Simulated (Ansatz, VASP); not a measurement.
## BeCd3S4: VASP beside Ansatz

```xyz
8
Lattice="5.5933 0.0000 0.0000 0.0000 5.5933 0.0000 0.0000 0.0000 5.5933" Properties=species:S:1:pos:R:3 pbc="T T T"
Be    0.0000    0.0000    0.0000
S     1.2351    1.2351    1.2351
S     4.3582    4.3582    1.2351
S     4.3582    1.2351    4.3582
S     1.2351    4.3582    4.3582
Cd    2.7966    2.7966    0.0000
Cd    2.7966    0.0000    2.7966
Cd    0.0000    2.7966    2.7966
```

Alike in both runs: task single point; functional PBE; k mesh 4 × 4 × 4; no spin polarisation.

|  | VASP | Ansatz |
| --- | --- | --- |
| version | VASP 6.6.1 | Ansatz 0.2.0 |
| potentials or method | VASP PAW PBE potentials, release 64 (Be, S, Cd) | plane waves, PAW |
| plane-wave cutoff (eV) | 520 | 420 |
| occupations | gaussian, width 0.01 eV | fixed |
| valence electrons in the cell | 62 | 86 |

|  | VASP | Ansatz | Ansatz less VASP |
| --- | --- | --- | --- |
| gap on the k mesh at the Fermi level (eV) | 1.75 | 1.74 | -0.013 |
| pressure (GPa) | 2.4 | 2.1 | -0.31 |
| rms of the force components (eV/Å) | 0.031 | 0.015 | -0.0157 |

The two sets of potentials don't hold the same shells in valence.

A k mesh can miss the band edges. PBE gaps usually lie below the measured ones, often by a third to a half.
